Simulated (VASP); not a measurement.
Calculation: PBEsol GGA, VASP's PBE PAW potentials (set 64) (plane waves; VASP).

A VASP calculation is set up with these files.

File KPOINTS:
```
kpoints
0
gamma
  15 15 15
0 0 0
```

### POSCAR
```
Sn
1
   -2.9135247553     2.9135247553     1.5800952692
    2.9135247553    -2.9135247553     1.5800952692
    2.9135247553     2.9135247553    -1.5800952692
Sn
2
Direct
  0.2500000000   0.7500000000   0.5000000000
  0.0000000000   0.0000000000   0.0000000000
```

**INCAR**
```
SYSTEM = Sn
PREC = Accurate
ENCUT = 400
EDIFF = 1E-7
NELM = 100
ALGO = Normal
LREAL = .FALSE.
LASPH = .TRUE.
ISMEAR = -5
GGA = PS
LMAXMIX = 4
LWAVE = .FALSE.
LCHARG = .TRUE.
LORBIT = 11
NEDOS = 601
ISIF = 2
```

POTCAR, in this order: Sn_d (PBE.64 set). Program: vasp_std.

Unless said otherwise, spin-orbit coupling is left out, though it shifts the bands of the heavy elements here.

Problem. Estimate the energy per atom (σ→0), band gap (on the k-mesh).

Solution. 
| Quantity | Result |
|---|---|
| energy per atom (σ→0) | -4.260 eV/atom |
| band gap (on the k-mesh) | none (metal, semimetal or under 0.01 eV) |

### OSZICAR
```
...
DAV:   7    -0.852039903626E+01    0.10229E-01   -0.28862E-02 13578   0.266E+00    0.192E-01
DAV:   8    -0.851982354024E+01    0.57550E-03   -0.22758E-03 12484   0.747E-01    0.291E-02
DAV:   9    -0.851982109389E+01    0.24464E-05   -0.60662E-05 13062   0.829E-02    0.141E-02
DAV:  10    -0.851981522637E+01    0.58675E-05   -0.46489E-06 13098   0.279E-02    0.196E-03
DAV:  11    -0.851981625073E+01   -0.10244E-05   -0.30509E-07  9506   0.791E-03    0.121E-03
DAV:  12    -0.851981638530E+01   -0.13457E-06   -0.35987E-08  5592   0.236E-03    0.119E-04
DAV:  13    -0.851981636422E+01    0.21080E-07   -0.88106E-09  5496   0.134E-03
   1 F= -.85198164E+01 E0= -.85198164E+01  d E =0.000000E+00
```

The compound is Sn in the beta structure. It was relaxed first.
